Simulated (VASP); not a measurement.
Energy against volume of Ru (hcp). All values below come from AM05 GGA, VASP's PBE PAW potentials (set 64) (plane waves; VASP 6.6.1). Run with 520 eV cut-off, 16×16×9 Γ-centred mesh, first-order Methfessel-Paxton smearing of 0.10 eV, potentials Ru_pv.

Shape and ions are relaxed at each volume.

```
V (Å³/atom)  E (eV/atom)
-----------  -----------
12.839          -9.89367
13.236          -9.90753
13.633          -9.89515
14.031          -9.86081
```

**Question.** Fit these four points and predict the energy of the run at 12.442 Å³/atom.

**Answer.** A cubic in V^(−2/3), the third-order Birch-Murnaghan form, passes through the four points with V0 = 13.24 Å³/atom and B0 = 352 GPa, and gives -9.8483 eV/atom there. The run gave -9.8486 eV/atom, -0.2 meV/atom from the fit; all five points give B0 = 352 GPa.

The compound is Ru in the hcp structure. It was relaxed first.
